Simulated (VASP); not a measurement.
Input:

```
CELL_PARAMETERS angstrom
      1.63459    -2.83120     0.00000
      1.63459     2.83120     0.00000
      0.00000     0.00000    12.66095
ATOMIC_POSITIONS crystal
  W  0.33333 0.66667 0.25000
  W  0.66667 0.33333 0.75000
  Se 0.33333 0.66667 0.88337
  Se 0.66667 0.33333 0.38337
  Se 0.66667 0.33333 0.11663
  Se 0.33333 0.66667 0.61663
```

Level of theory: PBE GGA, VASP's PBE PAW potentials (set 64) (plane waves; VASP 6.6.1). Numerical set-up: 500 eV cut-off, 8×8×2 Γ-centred mesh, Gaussian smearing of 0.050 eV, potentials W_sv Se.

Energy and stress use the plane-wave basis of the starting cell. Without a dispersion term in the relaxation, distances and binding between the weakly bound layers, chains or molecules are unreliable, and so is what depends on them.

Q: The ions, cell shape and volume at an external pressure of 10.0 GPa are relaxed. Predict the relaxed structure.

A: 
```
CELL_PARAMETERS angstrom
      1.61362    -2.79487     0.00000
      1.61362     2.79487     0.00000
      0.00000     0.00000    12.26109
ATOMIC_POSITIONS crystal
  W  0.33333 0.66667 0.25000
  W  0.66667 0.33333 0.75000
  Se 0.33333 0.66667 0.88807
  Se 0.66667 0.33333 0.38807
  Se 0.66667 0.33333 0.11193
  Se 0.33333 0.66667 0.61193
```
Space group P6_3/mmc (194), at a tolerance of 0.03 Å.

Q: How do energy and volume change from the first to the last step?

A: The energy (σ→0) changes by +50.6 meV/atom and the volume by -5.6 %, in 13 ionic steps.

The compound is WSe2 in the 2H layered structure. This run relaxes it under an external pressure of 10 GPa. Symmetry was kept, so distortions that lower it aren't found.
